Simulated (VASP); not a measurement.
An input for Quantum ESPRESSO's pw.x (written as the equivalent of a VASP run, and not itself run):

```
&CONTROL
  calculation = 'scf'
  pseudo_dir = './pseudo'
  outdir = './out'
  tprnfor = .true.
  tstress = .true.
/
&SYSTEM
  ibrav = 0
  nat = 3
  ntyp = 2
  ecutwfc = 82.3
  occupations = 'smearing'
  smearing = 'methfessel-paxton'
  degauss = 0.00735
  input_dft = 'pbe'
/
&ELECTRONS
  conv_thr = 0.00073
  electron_maxstep = 100
/
ATOMIC_SPECIES
  Si 28.085 Si.upf
  Te 127.600 Te.upf
CELL_PARAMETERS angstrom
     3.8004700    0.0000000    0.0000000
    -1.9002350    3.2913040    0.0000000
     0.0000000    0.0000000    7.0790900
ATOMIC_POSITIONS crystal
  Si   0.0000000  0.0000000  0.0000000
  Te   0.3333330  0.6666670  0.7734100
  Te   0.6666670  0.3333330  0.2265900
K_POINTS automatic
  8 8 4 0 0 0
```

Task: Translate this input to VASP (INCAR, KPOINTS, POSCAR, choice of POTCAR).

Result: Several could match; the one computed here: 
### KPOINTS
```
Automatic
0
gamma
  8 8 4
0 0 0
```

INCAR:
```
! general
SYSTEM =SiTe2
PREC   =Accurate
ENCUT  =400
LREAL  =.FALSE.   ! projection in real space or not
LASPH  =.TRUE.

! electronic loop
EDIFF  =1E-2   ! SCF stop (eV)
NELM   =100
ALGO   =Normal
LMAXMIX=4

! smearing
ISMEAR =1
SIGMA  =0.1

! functional
GGA    =PE

! ions
ISIF   =2   ! forces and stress, cell fixed

! output
LWAVE  =.FALSE.
LCHARG =.FALSE.
```

### POSCAR
```
SiTe2
1
    3.8004700000     0.0000000000     0.0000000000
   -1.9002350000     3.2913040000     0.0000000000
    0.0000000000     0.0000000000     7.0790900000
Si Te
1 2
Direct
  0.0000000000   0.0000000000   0.0000000000
  0.3333330000   0.6666670000   0.7734100000
  0.6666670000   0.3333330000   0.2265900000
```

POTCAR, in this order: Si Te (PBE.64 set). Program: vasp_std.

Limits of the translation: the potentials are each code's own (VASP's PAW set, PseudoDojo norm-conserving files in pw.x), so ENCUT and ecutwfc are chosen apart and not converted; conv_thr bounds pw.x's estimated SCF error, while EDIFF bounds the energy change between steps.

The structure comes from a computed database's SiTe2 entry (P-3m1); how it stands against other phases isn't given here. The cell was not relaxed at this level. The run is one of a series of settings (EDIFF = 1E-2 against the base run), some of them coarse on purpose.
